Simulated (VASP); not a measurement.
OSZICAR of a VASP run on GeSb$_{2}$Te$_{4}$ (space group R-3m):

**OSZICAR**
```
       N       E                     dE             d eps       ncg     rms          rms(c)
DAV:   1     0.406939920792E+03    0.40694E+03   -0.20318E+04  1232   0.217E+03
DAV:   2     0.296995111146E+02   -0.37724E+03   -0.36823E+03  1236   0.494E+02
DAV:   3    -0.233282540777E+02   -0.53028E+02   -0.50563E+02  1352   0.136E+02
DAV:   4    -0.261073541588E+02   -0.27791E+01   -0.27259E+01  1264   0.339E+01
DAV:   5    -0.262350281931E+02   -0.12767E+00   -0.12658E+00  1648   0.735E+00    0.108E+01
DAV:   6    -0.259861696564E+02    0.24886E+00   -0.83686E-01  1564   0.479E+00    0.681E+00
DAV:   7    -0.260221398253E+02   -0.35970E-01   -0.57975E-01  1448   0.386E+00    0.285E+00
DAV:   8    -0.259998798505E+02    0.22260E-01   -0.16035E-01  1468   0.227E+00    0.746E-01
DAV:   9    -0.259935166013E+02    0.63632E-02   -0.32149E-02  1288   0.914E-01    0.423E-01
DAV:  10    -0.259937583388E+02   -0.24174E-03   -0.64431E-03  1324   0.346E-01    0.357E-01
DAV:  11    -0.259939697340E+02   -0.21140E-03   -0.90558E-04  1252   0.162E-01    0.133E-01
DAV:  12    -0.259940356171E+02   -0.65883E-04   -0.18852E-04  1348   0.806E-02    0.698E-02
DAV:  13    -0.259940351152E+02    0.50189E-06   -0.77925E-05  1352   0.393E-02    0.612E-02
DAV:  14    -0.259940358831E+02   -0.76792E-06   -0.13954E-05  1196   0.174E-02    0.237E-02
DAV:  15    -0.259940361667E+02   -0.28356E-06   -0.67734E-06  1156   0.114E-02
   1 F= -.25994036E+02 E0= -.25985608E+02  d E =-.168570E-01
```

**Question.** Which electronic solver shows in the log?

**Answer.** It is blocked Davidson (ALGO = Normal, or the opening steps of other solvers). The INCAR had ALGO = Normal.

**Question.** Can the final energy be trusted as converged?

**Answer.** The run converged. It stopped with EDIFF = 1E-6, NELM = 100 (PBE GGA, plane waves, VASP's PBE PAW potentials (set 64)).

The structure was generated: GeSb2Te4 was put into an ordered model structure, which need not be its known phase. The cell was not relaxed at this level. The run is one of a series of settings (ENCUT = 600 against the base run), some of them coarse on purpose.
